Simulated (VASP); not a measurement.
NiI2, 3 atoms in the cell. Symmetry: R-3m, No. 166, trigonal system. Conventional cell: a = 3.892 Å, b = 3.892 Å, c = 19.634 Å, α = 90.00°, β = 90.00°, γ = 120.00°. I (site symmetry 3m) is surrounded by 3 Ni at 2.78 Å. Around Ni (site symmetry -3m) lie 6 I at 2.78 Å. 

- Program: VASP 6.6.1
- Task: single point
- Functional: PBEsol
- Potentials or basis: VASP PAW PBE potentials, release 64 (I, Ni)
- Cutoff: 520 eV
- k mesh: 8 × 8 × 8
- Occupations: fermi-dirac, width 0.05 eV
- Spin: collinear spin, ferromagnetic start
- Starting moments: [0.0, 0.0, 1.0] μB
- Ladder: free
- Further INCAR settings: ALGO = Normal; EDIFF = 1e-07; NBANDS = 23

Potentials or basis: VASP PAW PBE potentials, release 64 (I, Ni).

Command:

```sh
$ cat potpaw_PBE.64/I/POTCAR potpaw_PBE.64/Ni/POTCAR > POTCAR
$ mpirun -np 1 vasp_std > vasp.out
```

Hardware: 1 thread of Intel(R) Xeon(R) Platinum 8488C (Sapphire Rapids), on a shared host.

Task: Estimate the wall time of this run.

Result: It took 14 min on 1 thread of Intel(R) Xeon(R) Platinum 8488C (Sapphire Rapids) (shared host), peak memory 0.62 GiB. Counts: scf iterations 17, k points 65.
